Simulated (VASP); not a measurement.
Consider the following.

```
BaZrO3
1.0
    4.15980     0.00000     0.00000
    0.00000     4.15980     0.00000
    0.00000     0.00000     4.15980
Ba Zr O
1 1 3
Direct
  0.00000   0.00000   0.00000
  0.50000   0.50000   0.50000
  0.50000   0.00000   0.50000
  0.00000   0.50000   0.50000
  0.50000   0.50000   0.00000
```

Calculation: LDA (Ceperley-Alder, Perdew-Zunger), VASP's LDA PAW potentials (set 64) (plane waves; VASP 6.6.1). Settings: 520 eV cut-off, 5×5×5 Γ-centred mesh, Gaussian smearing of 0.050 eV, potentials Ba_sv Zr_sv O.

Problem. What does the run give for the energy per atom (σ→0)?

Solution. 
* **energy per atom (σ→0)**: -9.148 eV/atom

The absolute energy has meaning only against runs of the same code, potentials and settings.

The compound is BaZrO3 in the cubic perovskite structure. It was relaxed first. The start is the result of an earlier pass.
